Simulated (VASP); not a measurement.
Here is a VASP 6.6.1 calculation.

The input INCAR:

```
SYSTEM = Nb2SnSe
PREC     = Accurate       ! precision mode
ENCUT    = 520            ! plane-wave cutoff, eV
EDIFF    = 1E-6           ! SCF threshold, eV
ISMEAR   = 0              ! smearing method
SIGMA    = 0.1            ! smearing width, eV
LREAL    = .False.        ! projectors in reciprocal space
LASPH    = .True.         ! aspherical terms in the spheres
NELM     = 120            ! most SCF steps
ALGO     = Normal         ! electronic algorithm
ISIF     = 3              ! what is computed and relaxed
LWAVE    = .False.        ! write WAVECAR
LCHARG   = .False.        ! write CHGCAR
GGA      = PE             ! functional
IBRION   = 2              ! ionic algorithm
NSW      = 90             ! ionic steps
EDIFFG   = -0.01          ! ionic threshold
KPAR     = 4
```

Contents of KPOINTS:

```
Automatic mesh
0
Gamma
  10 10 6
  0 0 0
```

Contents of POSCAR:

```
Nb2SnSe
1.0
    3.2280000000      0.0000000000      0.0000000000
    0.0000000000      3.2280000000      0.0000000000
    0.0000000000      0.0000000000      7.0730000000
Nb Sn Se
2 1 1
Direct
    0.0000000000      0.0000000000      0.7278382600
    0.0000000000      0.0000000000      0.2721617400
    0.5000000000      0.5000000000      0.0000000000
    0.5000000000      0.5000000000      0.5000000000
```

Potentials or basis: VASP PAW PBE potentials, release 64 (Nb_sv, Sn_d, Se).

Run with:

```bash
$ cat potpaw_PBE.64/Nb_sv/POTCAR potpaw_PBE.64/Sn_d/POTCAR potpaw_PBE.64/Se/POTCAR > POTCAR
$ mpirun -np 4 vasp_std > vasp.out
```

Problem. Estimate the relaxed cell.

Solution. a = 3.246 Å, b = 3.246 Å, c = 7.047 Å, α = 90.00°, β = 90.00°, γ = 90.00°.

Problem. Predict the space group after relaxing (to 0.05 Å).

Solution. P4/mmm (No. 123).

Stress tensor (GPa, compression positive):
```
 0.04  0.00  0.00
 0.00  0.04  0.00
 0.00  0.00 -0.08
```
